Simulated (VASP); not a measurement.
```xyz
6
Lattice="5.1309 0.0000 0.0000 0.0000 6.9727 0.0000 0.0000 0.0000 3.9275" Properties=species:S:1:pos:R:3 pbc="T T T"
Ge     5.1309     6.9727     0.0000
Ge     2.5654     3.4864     1.9637
Se     0.8206     2.5795     0.0000
Se     3.3860     0.9069     1.9637
Se     1.7448     6.0659     1.9637
Se     4.3102     4.3932     3.9275
```

These are PBEsol GGA, VASP's PBE PAW potentials (set 64) (plane waves; VASP) values and carry that method's errors. Settings: 400 eV cut-off, Gaussian smearing of 0.050 eV, potentials Ge_d Se.

Problem. What does the run give for the band gap (along the path) with the smallest direct gap where there is one?

Solution. 
| Property | Result |
|---|---|
| band gap (along the path) | none (metal, semimetal or under 0.01 eV) |

The structure was generated: GeSe2 was put into the marcasite type (Pnnm), which need not be its known phase. It was relaxed first, which changed the volume by +26 %.
